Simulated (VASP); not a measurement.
OSZICAR of a VASP run on Hg3ZnS4 (ordered alloy cell):

OSZICAR:
```
       N       E                     dE             d eps       ncg     rms          rms(c)
DAV:   1     0.528964518028E+03    0.52896E+03   -0.29202E+04  1376   0.135E+03
DAV:   2     0.258364267975E+02   -0.50313E+03   -0.48868E+03  1441   0.359E+02
DAV:   3    -0.234302617148E+02   -0.49267E+02   -0.48511E+02  1608   0.113E+02
DAV:   4    -0.248973673330E+02   -0.14671E+01   -0.14595E+01  1602   0.203E+01
DAV:   5    -0.249239191442E+02   -0.26552E-01   -0.26524E-01  1607   0.278E+00    0.198E+01
DAV:   6    -0.231896993233E+02    0.17342E+01   -0.41777E+00  1859   0.271E+01    0.149E+01
DAV:   7    -0.232722571671E+02   -0.82558E-01   -0.28562E+00  1888   0.118E+01    0.539E+00
DAV:   8    -0.232082650325E+02    0.63992E-01   -0.49986E-01  1846   0.968E+00    0.986E-01
DAV:   9    -0.232093327031E+02   -0.10677E-02   -0.49717E-02  1864   0.288E+00    0.298E-01
DAV:  10    -0.232095929708E+02   -0.26027E-03   -0.70418E-03  1674   0.668E-01    0.168E-01
DAV:  11    -0.232095126266E+02    0.80344E-04   -0.10158E-03  1709   0.299E-01    0.776E-02
DAV:  12    -0.232095430514E+02   -0.30425E-04   -0.13592E-04  1520   0.672E-02    0.296E-02
DAV:  13    -0.232095474070E+02   -0.43556E-05   -0.16974E-05  1949   0.786E-02    0.164E-02
DAV:  14    -0.232095459696E+02    0.14374E-05   -0.44732E-06  1477   0.321E-02    0.735E-03
DAV:  15    -0.232095458376E+02    0.13197E-06   -0.36032E-06  1096   0.134E-02
   1 F= -.23209546E+02 E0= -.23209193E+02  d E =-.232095E+02
       N       E                     dE             d eps       ncg     rms          rms(c)
DAV:   1    -0.232110331622E+02   -0.14872E-02   -0.49302E-02  1469   0.162E+00    0.268E-01
DAV:   2    -0.232099941516E+02    0.10390E-02   -0.43705E-03  1706   0.970E-01    0.102E-01
DAV:   3    -0.232098262326E+02    0.16792E-03   -0.60870E-04  1713   0.275E-01    0.902E-02
DAV:   4    -0.232098027479E+02    0.23485E-04   -0.68415E-05  1773   0.959E-02    0.387E-02
DAV:   5    -0.232097943814E+02    0.83665E-05   -0.21880E-05  1594   0.448E-02    0.858E-03
DAV:   6    -0.232097946826E+02   -0.30119E-06   -0.29831E-06  1133   0.192E-02
   2 F= -.23209795E+02 E0= -.23209462E+02  d E =-.248845E-03
       N       E                     dE             d eps       ncg     rms          rms(c)
DAV:   1    -0.232100816214E+02   -0.28724E-03   -0.97702E-03  1463   0.723E-01    0.119E-01
DAV:   2    -0.232098749189E+02    0.20670E-03   -0.85831E-04  1706   0.432E-01    0.451E-02
DAV:   3    -0.232098419993E+02    0.32920E-04   -0.12080E-04  1686   0.121E-01    0.399E-02
DAV:   4    -0.232098381205E+02    0.38788E-05   -0.13457E-05  1722   0.424E-02    0.173E-02
DAV:   5    -0.232098371476E+02    0.97285E-06   -0.42527E-06  1392   0.200E-02
   3 F= -.23209837E+02 E0= -.23209512E+02  d E =-.291310E-03
       N       E                     dE             d eps       ncg     rms          rms(c)
DAV:   1    -0.232107730832E+02   -0.93496E-03   -0.38853E-02  1443   0.143E+00    0.237E-01
DAV:   2    -0.232099517677E+02    0.82132E-03   -0.34353E-03  1706   0.862E-01    0.909E-02
DAV:   3    -0.232098195953E+02    0.13217E-03   -0.48152E-04  1688   0.244E-01    0.806E-02
DAV:   4    -0.232098011670E+02    0.18428E-04   -0.54056E-05  1754   0.856E-02    0.345E-02
DAV:   5    -0.232097948222E+02    0.63448E-05   -0.17596E-05  1607   0.402E-02    0.774E-03
DAV:   6    -0.232097951292E+02   -0.30703E-06   -0.23458E-06  1043   0.172E-02
   4 F= -.23209795E+02 E0= -.23209487E+02  d E =-.249292E-03
       N       E                     dE             d eps       ncg     rms          rms(c)
DAV:   1    -0.232103272576E+02   -0.53244E-03   -0.19153E-02  1443   0.101E+00    0.167E-01
DAV:   2    -0.232099284930E+02    0.39876E-03   -0.17055E-03  1700   0.604E-01    0.646E-02
DAV:   3    -0.232098618117E+02    0.66681E-04   -0.23463E-04  1682   0.170E-01    0.572E-02
DAV:   4    -0.232098492590E+02    0.12553E-04   -0.26572E-05  1770   0.599E-02    0.239E-02
DAV:   5    -0.232098433207E+02    0.59383E-05   -0.86305E-06  1511   0.287E-02    0.534E-03
DAV:   6    -0.232098428289E+02    0.49186E-06   -0.10912E-06   784   0.118E-02
   5 F= -.23209843E+02 E0= -.23209523E+02  d E =-.296991E-03
       N       E                     dE             d eps       ncg     rms          rms(c)
DAV:   1    -0.232105983754E+02   -0.75505E-03   -0.65815E-02  1394   0.144E+00    0.186E-01
DAV:   2    -0.232101322406E+02    0.46613E-03   -0.24876E-03  1698   0.616E-01    0.846E-02
DAV:   3    -0.232100395704E+02    0.92670E-04   -0.27532E-04  1654   0.165E-01    0.665E-02
DAV:   4    -0.232100169184E+02    0.22652E-04   -0.34610E-05  1689   0.666E-02    0.240E-02
DAV:   5    -0.232100106437E+02    0.62748E-05   -0.10936E-05  1522   0.339E-02    0.671E-03
DAV:   6    -0.232100102142E+02    0.42943E-06   -0.12644E-06   812   0.127E-02
   6 F= -.23210010E+02 E0= -.23209708E+02  d E =-.167385E-03
```

Q: Which electronic solver shows in the log?

A: It is blocked Davidson (ALGO = Normal, or the opening steps of other solvers). The INCAR had ALGO = Normal.

Q: Can the final energy be trusted as converged?

A: Self-consistency was reached. It stopped with EDIFF = 1E-6, NELM = 100, NSW = 60 and EDIFFG = -0.02 after 6 ionic steps (PBEsol GGA, plane waves, VASP's PBE PAW potentials (set 64)).

The structure was generated: Hg3ZnS4 was put into an ordered model structure (Amm2), which need not be its known phase. This run relaxes it. Symmetry was kept, so distortions that lower it aren't found. The start is the result of an earlier pass.
